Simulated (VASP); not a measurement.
LaSi (relaxed from the wurtzite structure, space group P6_3/mmc): computed properties

These are PBEsol GGA, VASP's PBE PAW potentials (set 64) (plane waves; VASP) values and carry that method's errors.

| Item | Value |
|---|---|
| space group | P6_3/mmc (194) |
| cell | a = b = 5.2926 Å, c = 5.8597 Å, α = β = 90.00°, γ = 120.00° |
| volume per atom | 35.54 Å³/atom |
| band gap (over mesh and band path) | none (metal, semimetal or under 0.01 eV) |
| density | 3.90 g/cm³ |

```xyz
4
Lattice="5.2926 0.0000 0.0000 -2.6463 4.5835 0.0000 0.0000 0.0000 5.8597" Properties=species:S:1:pos:R:3 pbc="T T T"
La     0.0000     3.0557     5.4934
La     2.6463     1.5278     2.5636
Si     0.0000     3.0557     2.5636
Si     2.6463     1.5278     5.4935
```

The structure was generated: LaSi was put into the wurtzite type (P6_3mc), which need not be its known phase. It was relaxed first, which changed the volume by -28 %. The relaxed cell has space group P6_3/mmc. Symmetry was kept, so distortions that lower it aren't found.
